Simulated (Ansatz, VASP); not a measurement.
# Cross-check of HfS2 (1T-HfS2 3 layers, AA) between VASP and Ansatz, part 2 of 2

Aim: how closely do two programs agree when they are given the same cell, functional and k mesh? The structure shown is the start of the Ansatz relaxation below; VASP solves that cell, so the two are compared at the walk's first step.

VASP 6.6.1 and Ansatz 0.2.0.

So far: The structure; Ansatz: relaxation, PBE with D3(BJ).

### 3. VASP: single point, PBE with D3(BJ), start cell

Level of this step: PBE with D3(BJ); plane waves and PAW (S, Hf_pv) (VASP).

The same cell, functional, mesh and smearing now go to VASP, with its own data sets.

Lines of VASP's logs that name or quote its potential files are left out, and so is its time.

INCAR reads:

```
SYSTEM = HfS2
PREC = Accurate
ENCUT = 400
EDIFF = 1E-06
NELM = 120
ISMEAR = -1
SIGMA = 0.05
LREAL = .FALSE.
ALGO = Normal
GGA = PE
IVDW = 12
NBANDS = 42
LASPH = .TRUE.
LORBIT = 11
LWAVE = .FALSE.
LCHARG = .FALSE.
ISIF = 2
LDIPOL = .TRUE.
IDIPOL = 3
DIPOL = 0.5 0.5 0.5
LVHAR = .TRUE.
GGA_COMPAT = .FALSE.
EFERMI = MIDGAP
NELMDL = -8
KPAR = 2
```

POSCAR reads:

```
HfS2
1.0
    3.6400000000      0.0000000000      0.0000000000
   -1.8200000000      3.1523320000      0.0000000000
    0.0000000000      0.0000000000     62.2364780000
S Hf
6 3
Direct
    0.6666666138      0.3333332276      0.3743785116
    0.3333333862      0.6666667724      0.4259906706
    0.6666666138      0.3333332276      0.4741939125
    0.3333333862      0.6666667724      0.5258060715
    0.6666666138      0.3333332276      0.5740093133
    0.3333333862      0.6666667724      0.6256214884
    0.0000000000      0.0000000000      0.4001845991
    0.0000000000      0.0000000000      0.5000000000
    0.0000000000      0.0000000000      0.5998154009
```

KPOINTS reads:

```
Automatic mesh
0
Gamma
12 12 1
0 0 0
```

Potentials, in the order of the species: S and Hf_pv (PBE family, release 64).

On the command line:

```bash
mpirun -np 2 vasp_std
```

Numbers of over 12 decimals in the logs are rounded to 6 here.

Output:

```text
[banner, memory and clock lines left out]
running    2 mpi-ranks, on    1 nodes
 distrk:  each k-point on    1 cores,    2 groups
 distr:  one band on    1 cores,    1 groups

 POSCAR found type information on POSCAR S Hf
 POSCAR found :  2 types and       9 ions
 LDA part: xc-table for (Slater+PW92), standard interpolation
|                                                                             |
|           W    W    AA    RRRRR   N    N  II  N    N   GGGG   !!!           |
|           W    W   A  A   R    R  NN   N  II  NN   N  G    G  !!!           |
|           W    W  A    A  R    R  N N  N  II  N N  N  G       !!!           |
|           W WW W  AAAAAA  RRRRR   N  N N  II  N  N N  G  GGG   !            |
|           WW  WW  A    A  R   R   N   NN  II  N   NN  G    G                |
|           W    W  A    A  R    R  N    N  II  N    N   GGGG   !!!           |
|                                                                             |
|     One of the lattice vectors is very long (>50 A), but AMIN is rather     |
|     large. This can spoil convergence since charge sloshing might occur     |
|     along the long lattice vector. If problems with convergence are         |
|     observed, try to decrease AMIN to a smaller value (e.g. 0.01).          |
|     Note: This warning only applies if the self-consistency cycle is        |
|     used.                                                                   |
|                                                                             |

 POSCAR, INCAR and KPOINTS ok, starting setup
 FFT: planning ... GRIDC
 FFT: planning ... GRID_SOFT
 FFT: planning ... GRID
 WAVECAR not read
 entering main loop
       N       E                     dE             d eps       ncg     rms          rms(c)
DAV:   1     0.390546509060E+03    0.39055E+03   -0.25138E+04  2060   0.963E+02
DAV:   2    -0.174411199851E+02   -0.40799E+03   -0.39813E+03  2184   0.223E+02
DAV:   3    -0.721701619716E+02   -0.54729E+02   -0.54223E+02  1776   0.765E+01
DAV:   4    -0.739101367937E+02   -0.17400E+01   -0.17300E+01  2030   0.163E+01
DAV:   5    -0.739747345114E+02   -0.64598E-01   -0.64540E-01  2174   0.300E+00
DAV:   6    -0.739765280509E+02   -0.17935E-02   -0.17932E-02  2076   0.537E-01
DAV:   7    -0.739766208713E+02   -0.92820E-04   -0.92816E-04  2334   0.108E-01
DAV:   8    -0.739766223277E+02   -0.14564E-05   -0.14562E-05  1844   0.133E-02    0.706E+01
DAV:   9    -0.681471876087E+02    0.58294E+01   -0.20469E+01  1796   0.137E+01    0.541E+01
DAV:  10    -0.681938200566E+02   -0.46632E-01   -0.75117E+00  1912   0.114E+01    0.134E+01
DAV:  11    -0.679154176428E+02    0.27840E+00   -0.12899E+00  1828   0.475E+00    0.462E+00
DAV:  12    -0.678764888859E+02    0.38929E-01   -0.25744E-01  1926   0.194E+00    0.137E+00
DAV:  13    -0.678761991073E+02    0.28978E-03   -0.23657E-02  2014   0.634E-01    0.676E-01
DAV:  14    -0.678763554607E+02   -0.15635E-03   -0.33604E-03  1970   0.233E-01    0.884E-01
[...]
DAV:  19    -0.678762629386E+02   -0.54515E-04   -0.66408E-06  1714   0.859E-03    0.120E-02
DAV:  20    -0.678763128066E+02   -0.49868E-04   -0.53898E-06  1612   0.757E-03    0.795E-03
DAV:  21    -0.678763702009E+02   -0.57394E-04   -0.39782E-06  1532   0.591E-03    0.369E-03
DAV:  22    -0.678764160790E+02   -0.45878E-04   -0.14335E-06  1294   0.329E-03    0.579E-03
DAV:  23    -0.678764257725E+02   -0.96935E-05   -0.17153E-07  1024   0.144E-03    0.443E-03
DAV:  24    -0.678764555981E+02   -0.29826E-04   -0.17436E-06  1278   0.281E-03    0.243E-03
DAV:  25    -0.678764526278E+02    0.29703E-05   -0.18585E-07  1072   0.132E-03    0.140E-03
DAV:  26    -0.678764530182E+02   -0.39046E-06   -0.14465E-08   858   0.465E-04
   1 F= -.70364054E+02 E0= -.70364036E+02  d E =-.353691E-04
```

Parts of OUTCAR (step 3):

```text
ion  position               nearest neighbor table
   1  0.667  0.333  0.374-   7 2.65   7 2.65   7 2.65
   2  0.333  0.667  0.426-   7 2.64   7 2.64   7 2.64
   3  0.667  0.333  0.474-   8 2.65   8 2.65   8 2.65
   4  0.333  0.667  0.526-   8 2.64   8 2.64   8 2.64
   5  0.667  0.333  0.574-   9 2.65   9 2.65   9 2.65
   6  0.333  0.667  0.626-   9 2.65   9 2.65   9 2.65
   7  0.000  0.000  0.400-   2 2.64   2 2.64   2 2.64   1 2.65   1 2.65   1 2.65
   8  0.000  0.000  0.500-   4 2.64   4 2.64   4 2.64   3 2.65   3 2.65   3 2.65
   9  0.000  0.000  0.600-   6 2.65   6 2.65   5 2.65   5 2.65   6 2.65   5 2.65

  LATTYP: Found a hexagonal cell.
 ALAT       =     3.6400000000
 C/A-ratio  =    17.0979335165

 Subroutine GETGRP returns: Found 12 space group operations
 (whereof 12 operations were pure point group operations)

The static configuration has the point symmetry D_3d.

 Found     19 irreducible k-points:

   k-points           NKPTS =     19   k-points in BZ     NKDIM =     19   number of bands    NBANDS=     42

   dimension x,y,z NGX =    24 NGY =   24 NGZ =  420
   dimension x,y,z NGXF=    48 NGYF=   48 NGZF=  840

   ENCUT  =  400.0 eV  29.40 Ry    5.42 a.u.   5.94  5.94101.49*2*pi/ulx,y,z

   NELECT =      66.0000    total number of electrons

 k-points in reciprocal lattice and weights: Automatic mesh
   0.00000000  0.00000000  0.00000000       0.007
   0.08333333  0.00000000  0.00000000       0.042
   0.16666667  0.00000000  0.00000000       0.042
   0.25000000  0.00000000  0.00000000       0.042
   0.33333333  0.00000000  0.00000000       0.042
   0.41666667  0.00000000  0.00000000       0.042
   0.50000000  0.00000000  0.00000000       0.021
   0.08333333  0.08333333  0.00000000       0.042
   0.16666667  0.08333333  0.00000000       0.083
[...]
0.33333333  0.25000000  0.00000000       0.083
   0.33333333  0.33333333  0.00000000       0.014

 dipolmoment           0.000000      0.000000      0.000013 electrons x Angstroem

 average (electrostatic) potential at core
       1 -94.0451       2 -94.0808       3 -94.0837       4 -94.0836       5 -94.0806
       6 -94.0449       7 -46.5297       8 -46.5306       9 -46.5295

 E-fermi :  -3.1589

 k-point     1 :       0.0000    0.0000    0.0000
  band No.  band energies     occupation
    ...
     29      -3.6147      1.99978
     30      -3.5552      1.99928
     31      -3.5552      1.99928
     32      -3.5177      1.99847
     33      -3.5177      1.99847
     34      -1.5765      0.00000
     35      -1.5765      0.00000
     36      -1.5614      0.00000
     37      -1.5614      0.00000
     38      -1.5542      0.00000
    ...

 k-point     2 :       0.0833    0.0000    0.0000
  band No.  band energies     occupation
    ...
     29      -4.0074      2.00000
     30      -3.9245      2.00000
     31      -3.7935      1.99999
     32      -3.7276      1.99998
     33      -3.6828      1.99994
     34      -1.6230      0.00000
     35      -1.6086      0.00000
     36      -1.6035      0.00000
     37      -1.3704      0.00000
     38      -1.3562      0.00000
    ...

 k-point     3 :       0.1667    0.0000    0.0000
  band No.  band energies     occupation
    ...
     29      -4.3009      2.00000
     30      -4.1356      2.00000
     31      -4.0614      2.00000
     32      -4.0079      2.00000
     33      -3.9950      2.00000
     34      -1.8798      0.00000
     35      -1.8509      0.00000
     36      -1.8414      0.00000
     37      -0.9757      0.00000
     38      -0.9388      0.00000
    ...

 Edisp (eV)   -2.48760

  Total      -9.76934    -9.76933   -18.21855    -0.00000     0.00000     0.00000
  in kB     -21.91782   -21.91781   -40.87389    -0.00000     0.00000     0.00000
  external pressure =      -28.24 kB  Pullay stress =        0.00 kB

  energy-cutoff  :      400.00
  volume of cell :      714.13
      direct lattice vectors                 reciprocal lattice vectors
     3.640000000  0.000000000  0.000000000     0.274725275  0.158612735  0.000000000
    -1.820000000  3.152332000  0.000000000     0.000000000  0.317225470  0.000000000
     0.000000000  0.000000000 62.236478000     0.000000000  0.000000000  0.016067747

 POSITION                                       TOTAL-FORCE (eV/Angst)
 -----------------------------------------------------------------------------------
      1.82000      1.05078     23.30000         0.000000     -0.000000      1.815197
      0.00000      2.10155     26.51216        -0.000000      0.000000     -1.779502
      1.82000      1.05078     29.51216         0.000000     -0.000000      1.785070
      0.00000      2.10155     32.72432         0.000000      0.000000     -1.785070
      1.82000      1.05078     35.72432         0.000000     -0.000000      1.779502
      0.00000      2.10155     38.93648        -0.000000      0.000000     -1.815197
      0.00000      0.00000     24.90608         0.000000     -0.000000      0.035132
      0.00000      0.00000     31.11824         0.000000      0.000000     -0.000000
      0.00000      0.00000     37.33040         0.000000      0.000000     -0.035132
 -----------------------------------------------------------------------------------
    total drift:                                0.000000     -0.000000      0.001795

  FREE ENERGIE OF THE ION-ELECTRON SYSTEM (eV)
  ---------------------------------------------------
  free  energy   TOTEN  =       -70.3640535792 eV

  energy  without entropy=      -70.3640182101  energy(sigma->0) =      -70.36403589

 vacuum level on the upper side and lower side of the slab         2.726         2.726

 total charge
# of ion       s       p       d       tot
------------------------------------------
    1        1.348   2.359   0.000   3.707
    2        1.349   2.358   0.000   3.706
    3        1.349   2.357   0.000   3.706
    4        1.349   2.357   0.000   3.706
    5        1.349   2.358   0.000   3.706
    6        1.348   2.359   0.000   3.707
    7        0.294   6.439   1.317   8.049
    8        0.293   6.438   1.319   8.051
    9        0.294   6.439   1.317   8.049
--------------------------------------------------
tot          8.971  33.464   3.953  46.388

[... 3 further parts left out ...]
```

The gap is read on the k-mesh alone, so it is an upper bound where the band edges lie off the mesh. Harder data sets than Hf_pv exist (the GW ones), and pressures, volumes and forces can shift noticeably with them.

### 4. Side by side

Known differences besides the potentials themselves: Ansatz cuts the interaction across the vacuum, VASP repeats the sheet with a dipole correction; the data sets hold 114 valence electrons in Ansatz (on its default PAW (the set named soft_2) files) and 66 in VASP; the cutoff is 420 eV in Ansatz and 400 eV in VASP. Total energies have different zeros and are not compared.

Forces (eV/Å; atoms numbered as in POSCAR):

```
atom        Ansatz x, y, z          VASP x, y, z
  S1   0.000, 0.000, 1.752   0.000, 0.000, 1.815
  S2  0.000, 0.000, -1.717  0.000, 0.000, -1.780
  S3   0.000, 0.000, 1.722   0.000, 0.000, 1.785
  S4  0.000, 0.000, -1.722  0.000, 0.000, -1.785
  S5   0.000, 0.000, 1.717   0.000, 0.000, 1.780
  S6  0.000, 0.000, -1.752  0.000, 0.000, -1.815
 Hf7   0.000, 0.000, 0.035   0.000, 0.000, 0.035
 Hf8   0.000, 0.000, 0.000   0.000, 0.000, 0.000
 Hf9  0.000, 0.000, -0.035  0.000, 0.000, -0.035
```

The forces differ by 30 meV/Å r.m.s., which is 3.5 % of the r.m.s. force of 0.845 eV/Å (both taken over all components). With vacuum in the cell, a pressure given here is an average over mostly empty space and none of the material.

### 5. Outcome

```
r.m.s. force difference (single point, PBE with D3(BJ), start cell) : 3.5 % of the r.m.s. force
```

**Reading.** The r.m.s. force difference is 3.5 % of the r.m.s. force (single point, PBE with D3(BJ), start cell), beyond the 3 % picked in this series as the mark of a large difference. The data sets hold unlike numbers of valence electrons (114 in Ansatz and 66 in VASP), so part of the differences comes from the potentials. What causes the difference of the single point, PBE with D3(BJ), start cell pair stays open here. 1 further run of this series is not shown here. How closely two codes agree says nothing of how well the functional describes the real material.

[Lines on the potential files, build, host, timing and source positions are cut from VASP's logs without a mark.]

[Logs are printed without paths, hosts, clocks, repeated set-up lines and the standing remarks that a program may print on its own settings, such as how far it seeks lower states.]

[Hosts, paths, dates, database ids (printed as entryN), source tags and the programs' standing remarks are cut or masked in the printed files.]
